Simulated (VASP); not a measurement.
VASP input:

**POSCAR**
```
MoSi2
1
   -1.5689410893     1.5689410893     3.8437043558
    1.5689410893    -1.5689410893     3.8437043558
    1.5689410893     1.5689410893    -3.8437043558
Si Mo
2 1
Direct
  0.6648844380   0.6648844380   0.0000000000
  0.3351155620   0.3351155620   0.0000000000
  0.0000000000   0.0000000000   0.0000000000
```

**INCAR**
```
SYSTEM = MoSi2
PREC = Accurate
ENCUT = 520
EDIFF = 1E-7
NELM = 100
ALGO = Normal
LREAL = .FALSE.
LASPH = .TRUE.
ISMEAR = 1
SIGMA = 0.1
GGA = CX
LUSE_VDW = .TRUE.
AGGAC = 0.0
LMAXMIX = 4
LWAVE = .FALSE.
LCHARG = .FALSE.
ISIF = 4
IBRION = 2
NSW = 30
EDIFFG = -0.01
```

File KPOINTS:
```
Regular mesh
0
G
13 13 13
0 0 0
```

POTCAR, in this order: Si Mo_sv (PBE.64 set). Program: vasp_std.

Translate this vdW-DF-cx calculation to Quantum ESPRESSO's pw.x.

One equivalent input (not run):
```
&CONTROL
  calculation = 'vc-relax'
  pseudo_dir = './pseudo'
  outdir = './out'
  tprnfor = .true.
  tstress = .true.
  nstep = 30
  forc_conv_thr = 0.00039
/
&SYSTEM
  ibrav = 0
  nat = 3
  ntyp = 2
  ecutwfc = 80
  occupations = 'smearing'
  smearing = 'methfessel-paxton'
  degauss = 0.00735
  input_dft = 'vdw-df-cx'
/
&ELECTRONS
  conv_thr = 7.3e-09
  electron_maxstep = 100
/
&IONS
/
&CELL
  cell_dofree = 'shape'
/
ATOMIC_SPECIES
  Si 28.085 Si.upf
  Mo 95.950 Mo.upf
CELL_PARAMETERS angstrom
    -1.5689411    1.5689411    3.8437044
     1.5689411   -1.5689411    3.8437044
     1.5689411    1.5689411   -3.8437044
ATOMIC_POSITIONS crystal
  Si   0.6648844  0.6648844  0.0000000
  Si   0.3351156  0.3351156  0.0000000
  Mo   0.0000000  0.0000000  0.0000000
K_POINTS automatic
  13 13 13 0 0 0
```
The two are equivalent in intent, not identical: the potentials are each code's own (VASP's PAW set, PseudoDojo norm-conserving files in pw.x), so ENCUT and ecutwfc are chosen apart and not converted; conv_thr bounds pw.x's estimated SCF error, while EDIFF bounds the energy change between steps; forc_conv_thr acts on force components and is met together with etot_conv_thr.

The compound is MoSi2 in the MoSi2 type structure. This cell is one point of a volume scan, at 0.94 of the reference volume. Symmetry was kept, so distortions that lower it aren't found.
